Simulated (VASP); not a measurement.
# NiC (Pm-3m) in VASP: settings compared, part 2 of 2

VASP 6.6.1.

## Step 4: Single point, PBE+U

INCAR

```
SYSTEM = NiC
ALGO = Fast
EDIFF = 1E-6
ENCUT = 520
GGA = PE
ISIF = 2
ISMEAR = 0
LASPH = .True.
LCHARG = .False.
LDAU = .True.
LDAUJ = 0 0
LDAUL = 2 -1
LDAUPRINT = 1
LDAUTYPE = 2
LDAUU = 5 0
LMAXMIX = 4
LREAL = .False.
LWAVE = .False.
NBANDS = 14
NELM = 150
PREC = Accurate
SIGMA = 0.1037
```

KPOINTS

```
k-points
0
Gamma
  6 6 6
  0 0 0
```

POSCAR

```
NiC
1.0
    3.1994790000      0.0000000000      0.0000000000
    0.0000000000      3.1994790000      0.0000000000
    0.0000000000      0.0000000000      3.1994790000
Ni C
1 1
Direct
    0.0000000000      0.0000000000      0.0000000000
    0.5000000000      0.5000000000      0.5000000000
```

Potentials or basis: VASP PAW PBE potentials, release 64 (Ni, C).

On the command line:

```console
$ cat potpaw_PBE.64/Ni/POTCAR potpaw_PBE.64/C/POTCAR > POTCAR
$ mpirun -np 1 vasp_std > vasp.out
```

OUTCAR:

```text
SYSTEM = NiC
   EDIFF = 1E-6
   ENCUT = 520
   GGA = PE
   ISIF = 2
   ISMEAR = 0
   LASPH = .True.
   LREAL = .False.
   NELM = 150
   PREC = Accurate

 ion  position               nearest neighbor table
   1  0.000  0.000  0.000-
   2  0.500  0.500  0.500-

  LATTYP: Found a simple cubic cell.
 ALAT       =     3.1994790000

  Lattice vectors:

 A1 = (   3.1994790000,   0.0000000000,   0.0000000000)
 A2 = (   0.0000000000,   3.1994790000,   0.0000000000)
 A3 = (   0.0000000000,   0.0000000000,   3.1994790000)

Analysis of symmetry for initial positions (statically):
=====================================================================
 Subroutine PRICEL returns:
 Original cell was already a primitive cell.

 Routine SETGRP: Setting up the symmetry group for a
 simple cubic supercell.

 Subroutine GETGRP returns: Found 48 space group operations
 (whereof 48 operations were pure point group operations)
 out of a pool of 48 trial point group operations.

The static configuration has the point symmetry O_h .

Analysis of symmetry for dynamics (positions and initial velocities):
=====================================================================
 Subroutine PRICEL returns:
 Original cell was already a primitive cell.

 Routine SETGRP: Setting up the symmetry group for a
 simple cubic supercell.

 Subroutine GETGRP returns: Found 48 space group operations
 (whereof 48 operations were pure point group operations)
 out of a pool of 48 trial point group operations.

The dynamic configuration has the point symmetry O_h .

 Subroutine INISYM returns: Found 48 space group operations
 (whereof 48 operations are pure point group operations),
 and found     1 'primitive' translations

[... 163 lines left out ...]
  o =  0.9354  v =  0.0000  0.0000  0.0000  0.0000  0.0000  0.0000 -0.0000 -0.1331  0.0000  0.9911      0.0000  0.0000  0.0000  0.0000  0.0000  0.0000  0.0000  0.0000  0.0000  0.0000
  o =  0.9354  v =  0.0000 -0.0000 -0.1331  0.0000  0.9911  0.0000  0.0000  0.0000  0.0000  0.0000      0.0000  0.0000  0.0000  0.0000  0.0000  0.0000  0.0000  0.0000  0.0000  0.0000

 number of electron      13.9999968 magnetization

 Free energy of the ion-electron system (eV)
  ---------------------------------------------------
  ext. energy  EPLUGINS =         0.00000000
  ---------------------------------------------------
  free energy    TOTEN  =        -5.16132651 eV

  energy without entropy =       -5.14910401  energy(sigma->0) =       -5.15521526

 E-fermi :   1.8205     XC(G=0):  -9.9654

 val. band max:        1.7561799788   @ k =   0.3333   0.3333   0.0000
 cond. band min:       1.8604533920   @ k =   0.5000   0.3333   0.0000
 fundamental gap:      0.1042734132
 Fermi energy:         1.8205118802

 k-point     1 :       0.0000    0.0000    0.0000
  band No.  band energies     occupation
      1      -8.0759      2.00000
      2       0.0861      2.00000
      3       0.0861      2.00000
      4       1.4507      2.00000
      5       1.4507      2.00000
      6       1.4507      2.00000
      7       3.0174      0.00000
      8       3.0174      0.00000
      9       3.0174      0.00000
     10       4.6003      0.00000
     11      13.3461      0.00000
     12      13.3461      0.00000
     13      16.5201      0.00000
     14      16.5201      0.00000
[... 309 lines left out ...]
      1      -5.1788      2.00000
      2      -0.4417      2.00000
      3      -0.4417      2.00000
      4      -0.4417      2.00000
      5       1.0387      2.00000
      6       1.0387      2.00000
      7       3.3368      0.00000
      8       3.3368      0.00000
      9       3.3368      0.00000
     10       7.8237      0.00000
     11       7.8237      0.00000
     12       7.8237      0.00000
     13       9.6685      0.00000
     14      19.4117      0.00000

------------------------ aborting loop because EDIFF is reached ----------------------------------------

  FORCE on cell =-STRESS in cart. coord.  units (eV):
  Direction    XX          YY          ZZ          XY          YZ          ZX
  --------------------------------------------------------------------------------------
  -------------------------------------------------------------------------------------
  Total       -6.5827165     -6.5827165     -6.5827165      0.0000000     -0.0000000     -0.0000000
  in kB     -322.0163633   -322.0163633   -322.0163633      0.0000000     -0.0000000     -0.0000000
  external PRESSURE =    -322.0163633 kB  Pullay stress =       0.0000000 kB

 VOLUME and BASIS-vectors are now :
 -----------------------------------------------------------------------------
  energy-cutoff  :      520.00
  volume of cell :       32.75
      direct lattice vectors                 reciprocal lattice vectors
     3.199479000  0.000000000  0.000000000     0.312550887  0.000000000  0.000000000
     0.000000000  3.199479000  0.000000000     0.000000000  0.312550887  0.000000000
     0.000000000  0.000000000  3.199479000     0.000000000  0.000000000  0.312550887

 POSITION                                       TOTAL-FORCE (eV/Angst)
 -----------------------------------------------------------------------------------
      0.00000      0.00000      0.00000         0.000000      0.000000      0.000000
      1.59974      1.59974      1.59974         0.000000      0.000000      0.000000
 -----------------------------------------------------------------------------------
    total drift:                                0.000000      0.000000     -0.000000

  FREE ENERGIE OF THE ION-ELECTRON SYSTEM (eV)
  ---------------------------------------------------
  free  energy   TOTEN  =        -5.1613265146 eV

  energy  without entropy=       -5.1491040084  energy(sigma->0) =       -5.15521526
```

OSZICAR:

```text
N       E                     dE             d eps       ncg     rms          rms(c)
DAV:   1     0.600730131191E+02    0.60073E+02   -0.63089E+03   560   0.106E+03
DAV:   2    -0.145814348285E+01   -0.61531E+02   -0.56018E+02   626   0.196E+02
DAV:   3    -0.540835230539E+01   -0.39502E+01   -0.38186E+01   626   0.546E+01
DAV:   4    -0.546590296449E+01   -0.57551E-01   -0.57484E-01   644   0.680E+00
DAV:   5    -0.546693688526E+01   -0.10339E-02   -0.10339E-02   626   0.942E-01    0.679E+00
RMM:   6    -0.947345331240E+01   -0.40065E+01   -0.96581E+00   616   0.363E+01    0.177E+01
RMM:   7    -0.528135303895E+01    0.41921E+01   -0.38556E+00   583   0.228E+01    0.403E+00
RMM:   8    -0.512009827854E+01    0.16125E+00   -0.15007E-01   572   0.393E+00    0.103E+00
RMM:   9    -0.514799540096E+01   -0.27897E-01   -0.22740E-02   607   0.133E+00    0.713E-01
RMM:  10    -0.516242448113E+01   -0.14429E-01   -0.97486E-03   599   0.100E+00    0.545E-01
RMM:  11    -0.516135972454E+01    0.10648E-02   -0.11543E-03   613   0.426E-01    0.174E-01
RMM:  12    -0.516131481592E+01    0.44909E-04   -0.35928E-04   627   0.204E-01    0.495E-02
RMM:  13    -0.516132176891E+01   -0.69530E-05   -0.12291E-04   633   0.135E-01    0.405E-02
RMM:  14    -0.516132514792E+01   -0.33790E-05   -0.28519E-05   638   0.668E-02    0.437E-03
RMM:  15    -0.516132690482E+01   -0.17569E-05   -0.52870E-06   572   0.210E-02    0.103E-02
RMM:  16    -0.516132651458E+01    0.39025E-06   -0.24810E-06   432   0.187E-02
   1 F= -.51613265E+01 E0= -.51552153E+01  d E =-.122225E-01
```

Wall time 25 s (1 thread of AMD EPYC, shared host); peak memory 0.1 GiB.

Results:

```yaml
Free_energy: -5.1613 eV
Pressure: -32.2 GPa
Band_gap_on_the_k_mesh: none (metal or under the smearing width)
```

Eigenvalues of the final occupation matrices:
```
    site  spin  trace               eigenvalues
site 1 d     1   4.26  0.80 0.80 0.80 0.94 0.94
site 1 d     2   4.26  0.80 0.80 0.80 0.94 0.94
```

Caveat: a pressure of tens of GPa on the cell as given is suspect, and the run, the potentials or the cell itself is likely at fault; U without spin polarisation on a metal has little footing; the U is typed as a test and isn't derived for this compound. Spin polarisation is off, so any magnetic state and its effect on volume and gap are missing.
